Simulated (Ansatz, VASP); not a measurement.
**Two plane-wave programs on ScBPt3**

```
CELL_PARAMETERS angstrom
4.19002 0.00000 0.00000
0.00000 4.19002 0.00000
0.00000 0.00000 4.26216
ATOMIC_POSITIONS crystal
Sc 0.00000 0.00000 0.00000
B 0.50000 0.50000 0.50000
Pt 0.00000 0.50000 0.50000
Pt 0.50000 0.50000 0.00000
Pt 0.50000 0.00000 0.50000
```

Alike in both runs: functional PBEsol; k mesh 5 × 5 × 5; occupations fermi-dirac, width 0.15 eV; no spin polarisation.

Ansatz relaxed the structure, and its values are those at the end. VASP's run is a single point on that final structure, the one shown.

```csv
,VASP,Ansatz
version,VASP 6.6.1,Ansatz 0.2.0
potentials or method,"VASP PAW PBE potentials, release 64 (Sc_sv, B, Pt)","plane waves, PAW"
plane-wave cutoff (eV),520,463
valence electrons in the cell,44,68
```

```tsv
	VASP	Ansatz	Ansatz less VASP
gap on the k mesh at the Fermi level (eV)	none	none	-
pressure (GPa)	-0.8	-0.9	-0.16
```

A gap of «none» marks a metal or a gap that the smearing closes. The two sets of potentials don't hold the same shells in valence. Ansatz warned: «symmetry_narrowed_by_cell_relaxation».

Caveats: the PAW data sets were made with another functional, which shifts forces and pressure a little (VASP). Spin-orbit coupling is left out, which matters for the levels of Pt.
